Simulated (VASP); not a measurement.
Output of a VASP run:

**OSZICAR**
```
       N       E                     dE             d eps       ncg     rms          rms(c)
DAV:   1     0.114616580894E+03    0.11462E+03   -0.89776E+03  2016   0.134E+03
DAV:   2    -0.136519113365E+02   -0.12827E+03   -0.12088E+03  2344   0.335E+02
DAV:   3    -0.193859718670E+02   -0.57341E+01   -0.55951E+01  2952   0.639E+01
DAV:   4    -0.196244272109E+02   -0.23846E+00   -0.23822E+00  2672   0.126E+01
DAV:   5    -0.196317762668E+02   -0.73491E-02   -0.73481E-02  2876   0.175E+00    0.218E+01
DAV:   6    -0.164812091456E+02    0.31506E+01   -0.15225E+01  2276   0.274E+01    0.857E+00
DAV:   7    -0.163635540839E+02    0.11766E+00   -0.68854E-01  2360   0.680E+00    0.614E+00
DAV:   8    -0.163541391061E+02    0.94150E-02   -0.12885E-01  2184   0.332E+00    0.138E+00
DAV:   9    -0.163507148157E+02    0.34243E-02   -0.27100E-02  2532   0.109E+00    0.460E-01
DAV:  10    -0.163509942388E+02   -0.27942E-03   -0.18437E-03  2324   0.550E-01    0.339E-01
DAV:  11    -0.163508263049E+02    0.16793E-03   -0.61374E-04  2240   0.197E-01    0.176E-02
DAV:  12    -0.163508253097E+02    0.99520E-06   -0.11638E-05  3008   0.376E-02    0.121E-02
DAV:  13    -0.163508251040E+02    0.20578E-06   -0.33981E-07  2364   0.584E-03    0.145E-03
DAV:  14    -0.163508251101E+02   -0.61752E-08   -0.25008E-08  1236   0.123E-03
   1 F= -.16350825E+02 E0= -.16350756E+02  d E =-.207317E-03
```

**OUTCAR**
```
------------------------ aborting loop because EDIFF is reached ----------------------------------------
  FORCE on cell =-STRESS in cart. coord.  units (eV):
  Direction    XX          YY          ZZ          XY          YZ          ZX
  --------------------------------------------------------------------------------------
  Total       -0.0062257     -0.0062257     -0.0062257      0.0000000      0.0000000     -0.0000000
  in kB       -0.3881832     -0.3881832     -0.3881832      0.0000000      0.0000000     -0.0000000
  external PRESSURE =      -0.3881832 kB  Pullay stress =       0.0000000 kB
  volume of cell :       25.70
      direct lattice vectors                 reciprocal lattice vectors
     0.000000000  2.342122529  2.342122529    -0.213481572  0.213481572  0.213481572
     2.342122529  0.000000000  2.342122529     0.213481572 -0.213481572  0.213481572
     2.342122529  2.342122529  0.000000000     0.213481572  0.213481572 -0.213481572
 POSITION                                       TOTAL-FORCE (eV/Angst)
 -----------------------------------------------------------------------------------
      0.00000      0.00000      0.00000        -0.000000      0.000000     -0.000000
      2.34212      2.34212      2.34212         0.000000     -0.000000      0.000000
 -----------------------------------------------------------------------------------
    total drift:                                0.000000      0.000000      0.000000
  FREE ENERGIE OF THE ION-ELECTRON SYSTEM (eV)
  ---------------------------------------------------
  free  energy   TOTEN  =       -16.3508251101 eV

  energy  without entropy=      -16.3506177933  energy(sigma->0) =      -16.35075600
```
(Selected blocks of OUTCAR.)

File POSCAR:
```
ZrC
1
    0.0000000000     2.3421225286     2.3421225286
    2.3421225286     0.0000000000     2.3421225286
    2.3421225286     2.3421225286     0.0000000000
Zr C
1 1
Direct
  0.0000000000   0.0000000000   0.0000000000
  0.5000000000   0.5000000000   0.5000000000
```

Problem. Write an INCAR and KPOINTS that could have produced this output.

Solution. One answer among several that fit: the input of the run itself, vdW-DF-cx, plane waves, VASP's PBE PAW potentials (set 64).

### KPOINTS
```
Automatic mesh
0
Gamma
13 13 13
0 0 0
```

**INCAR**
```
AGGAC = 0.0
ALGO = Normal
EDIFF = 1E-7
ENCUT = 520
GGA = CX
ISIF = 2
ISMEAR = 1
LASPH = .True.
LCHARG = .False.
LMAXMIX = 4
LREAL = .False.
LUSE_VDW = .True.
LWAVE = .False.
NELM = 100
PREC = Accurate
SIGMA = 0.1
SYSTEM = ZrC
```

POTCAR, in this order: Zr_sv C (PBE.64 set). Program: vasp_std.

The compound is ZrC in the rock salt structure. It was relaxed first.
